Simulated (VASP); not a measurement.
# InSb: energy against volume

InSb (zinc blende, F-43m, 35.218 Å³/atom and stress up to 0.03 GPa in the relaxed cell, cube axes along x, y and z) under an equal strain ε along all three axes. r2SCAN in VASP (plane waves, PAW), 480 eV, 8×8×8 Γ-centred mesh, Methfessel-Paxton smearing 0.10 eV; ions are relaxed, or left where forces stay under 0.02 eV/Å, within the symmetry of each cell.

Here V stands for volume and E for E less E0.

```csv
volume (Å³/atom),E less E0 (meV/atom),pressure (GPa)
33.1465,19.03,3.08
33.6564,10.57,2.22
34.1715,4.68,1.42
34.6919,1.23,0.69
35.2175,0.00,0.03
35.7484,0.84,-0.58
36.2847,3.71,-1.17
36.8262,8.53,-1.71
37.3731,15.17,-2.21
38.4832,?,?
```

Problem. Fit E against V with the third-order Birch-Murnaghan form, a cubic in V^(-2/3), and predict the withheld value at V = 38.4832.

Solution. With u = V^(-2/3) - 0.0931, the rows have u = 0.0038114, 0.0028301, 0.0018636, 0.0009116, -0.0000262, -0.0009499, -0.0018602, -0.0027568, -0.0036403. Least squares gives E = -0.038 + 239.1·u + 1229745·u² + 4900403·u³. Residuals (row less fit): 0.021, -0.029, -0.030, 0.024, 0.043, 0.000, -0.031, -0.016, 0.018; standard error 0.035 (degrees of freedom: 5). Its minimum lies at u = -0.0000973, so V0 = (0.0930027)^(-3/2) = 35.26. There d²E/du² = 2457000 and d³E/du³ = 2.940e7, so B0 = (4/9) × 35.26^(-7/3) × 2457000 × 0.160218 = 42.9 GPa (the last factor turns the table's units into GPa), and B0' = 4 + (2/3) × 0.0930027 × (2.940e7)/2457000 = 4.7. B0' rests on the cubic coefficient alone and has a standard error of 0.2 from these residuals. At the withheld row, u = -0.0053691, so E = -0.038 + 239.1 × (-0.0053691) + 1229745 × (-0.0053691)² + 4900403 × (-0.0053691)³ = 33.370 meV/atom. The calculation gives 33.52 meV/atom, 0.150 meV/atom above the prediction (0.4 % of the range of E in the table). The row lies outside the fitted rows, so this is an extrapolation. From the scatter of the fitted rows alone, a prediction at this place has a standard error of 0.143 meV/atom, so the miss is 1.0 times that.

This level leaves no gap over 0.05 eV at strain 0.00, 0.50, 1.00, 1.50, 2.00, 3.00 %. Spin-orbit coupling is left out, which can shift these values for the heavy elements here. Other structures, which can take over under pressure, weren't tried. The same form fitted to the pressure column gives B0' = 4.8; series where the two differ by over 0.4 aren't shown. Rows are the converged runs of the series near zero and its far end, less any whose ions stayed unrelaxed beside relaxed ones; series whose fitted rows scatter by over a few per cent of the range, as at a crossing or softening among them, aren't shown in this form.
